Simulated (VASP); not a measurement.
Energy against volume of CsPbBr₃ (cubic perovskite). Calculation: LDA (Ceperley-Alder, Perdew-Zunger), VASP's LDA PAW potentials (set 64) (plane waves; VASP).

```csv
V (Å³/atom),E (eV/atom)
36.324,-3.54709
37.483,-3.55719
38.642,-3.56063
39.801,-3.55848
40.961,-3.55161
```

Problem. Fit a third-order Birch-Murnaghan equation of state.

Solution. 
The volume per atom comes out as 38.74 Å³/atom and the bulk modulus is 254 kbar. The pressure derivative of the bulk modulus is 4.80 and the lattice constant a is 5.786 Å.

The compound is CsPbBr3 in the cubic perovskite structure, the ideal cubic form; the compound distorts at low or room temperature. It was relaxed first.
